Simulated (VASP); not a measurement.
An input for Ansatz (written as the equivalent of a VASP run, and not itself run):

Ansatz 0.2 input:
```yaml
crystal:
  lattice:
    - [3.0440000, 1.7574540, 5.5600000]
    - [-3.0440000, 1.7574540, 5.5600000]
    - [0.0000000, -3.5149080, 5.5600000]
  atoms:
    - { symbol: W, position: [0.0000000, 0.0000000, 0.0000000] }
    - { symbol: Cl, position: [0.3750000, 0.0800000, 0.7850000] }
    - { symbol: Cl, position: [0.7850000, 0.3750000, 0.0800000] }
    - { symbol: Cl, position: [0.0800000, 0.7850000, 0.3750000] }
    - { symbol: Cl, position: [0.6250000, 0.9200000, 0.2150000] }
    - { symbol: Cl, position: [0.2150000, 0.6250000, 0.9200000] }
    - { symbol: Cl, position: [0.9200000, 0.2150000, 0.6250000] }
kpoints:
  mp_grid: { grid: [4, 4, 4] }
hamiltonian:
  xc: pbesol
  pseudopotentials: { kind: paw }
scf:
  occupations: { method: gaussian, width: 0.05 }
  max_iter: 100
output: { forces: true, stress: true, eigenvalues: true }
```

Question: Write the VASP files for the same calculation (PBEsol).

Answer: Several could match; the one computed here: 
File KPOINTS:
```
Automatic
0
G
 4 4 4
```

File POSCAR:
```
WCl6
1
    3.0440000000     1.7574540000     5.5600000000
   -3.0440000000     1.7574540000     5.5600000000
    0.0000000000    -3.5149080000     5.5600000000
W Cl
1 6
Direct
  0.0000000000   0.0000000000   0.0000000000
  0.3750000000   0.0800000000   0.7850000000
  0.7850000000   0.3750000000   0.0800000000
  0.0800000000   0.7850000000   0.3750000000
  0.6250000000   0.9200000000   0.2150000000
  0.2150000000   0.6250000000   0.9200000000
  0.9200000000   0.2150000000   0.6250000000
```

INCAR:
```
LASPH = T   # aspherical one-centre terms
ALGO = Normal   # blocked Davidson
LMAXMIX = 6   # l cut-off of mixed one-centre charges
ISIF = 2   # forces and stress, cell fixed
GGA = PS   # PBEsol
NELM = 100   # most electronic steps
SYSTEM = WCl6
PREC = Accurate
ENCUT = 300   # plane-wave cut-off (eV)
EDIFF = 1E-6
LREAL = F
ISMEAR = 0
SIGMA = 0.05   # width (eV)
LWAVE = F
LCHARG = F
```

POTCAR, in this order: W_sv Cl (PBE.64 set). Program: vasp_std.

The two are equivalent in intent, not identical: each code has its own PAW files, so the cut-off isn't converted (ENCUT is set for VASP's; basis.ecutwfc is left out, and Ansatz then takes the one that its files recommend); Ansatz stops its SCF on the density residual and VASP on the energy change (EDIFF).

The structure comes from a measured WCl6 entry of the Crystallography Open Database, whose conditions weren't checked. The cell was not relaxed at this level.
